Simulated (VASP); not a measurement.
Input:

```
CsI
1.0
    4.60539     0.00000     0.00000
    0.00000     4.60539     0.00000
    0.00000     0.00000     4.60539
Cs I
1 1
Direct
  0.00000   0.00000   0.00000
  0.50000   0.50000   0.50000
```

Level of theory: PBEsol GGA, VASP's PBE PAW potentials (set 64) (plane waves; VASP). Run with 520 eV cut-off, 6×6×6 Γ-centred mesh, Gaussian smearing of 0.050 eV, potentials Cs_sv I.

Question: The job: CsI (CsCl type), 2 atoms, PBEsol, static run, 520 eV, 6×6×6 Γ-centred mesh. Roughly how much core time does it take on a busy server core?

Answer: About 10 core-seconds (one run on a shared machine, a rough figure). It had 20 irreducible k-points, 12 bands, up to 2666 plane waves and 13 electronic steps.

The compound is CsI in the CsCl type structure. This cell is one point of a volume scan, at 1.06 of the reference volume.
